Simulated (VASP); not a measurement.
Here is the system:

```
CELL_PARAMETERS angstrom
     -1.42803     1.42803     1.42803
      1.42803    -1.42803     1.42803
      1.42803     1.42803    -1.42803
ATOMIC_POSITIONS crystal
  Fe 0.00000 0.00000 0.00000
```
Starting moments (μB, in the order of the record's atoms Fe): 2.1.

The numbers are results of PW91 GGA, VASP's PBE PAW potentials (set 64) (plane waves; VASP), not measurements. Settings: 520 eV cut-off, 18×18×18 Γ-centred mesh, first-order Methfessel-Paxton smearing of 0.10 eV, potentials Fe.

Give the stress tensor in GPa (positive for a compressed cell).

```
-5.73   0.00   0.00
 0.00  -5.73   0.00
 0.00   0.00  -5.73
```
The pressure is its mean diagonal, -5.73 GPa.

The compound is Fe in the bcc structure. This cell is one point of a volume scan, at 1.03 of the reference volume.
